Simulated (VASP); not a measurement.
Input:

```
CELL_PARAMETERS angstrom
      2.95198     0.00000     0.00000
      0.00000     2.95198     0.00000
      0.00000     0.00000     2.95198
ATOMIC_POSITIONS crystal
  Ag 0.00000 0.00000 0.00000
  F  0.50000 0.50000 0.50000
```

All values below come from PBEsol GGA, VASP's PBE PAW potentials (set 64) (plane waves; VASP). Run with 520 eV cut-off, Gaussian smearing of 0.050 eV, potentials Ag F.

Estimate the band gap (along the path) with the smallest direct gap where there is one.

The band gap (along the path) is none (metal, semimetal or under 0.01 eV).

The structure was generated: AgF was put into the CsCl type type (Pm-3m), which need not be its known phase. It was relaxed first, which changed the volume by +42 %.
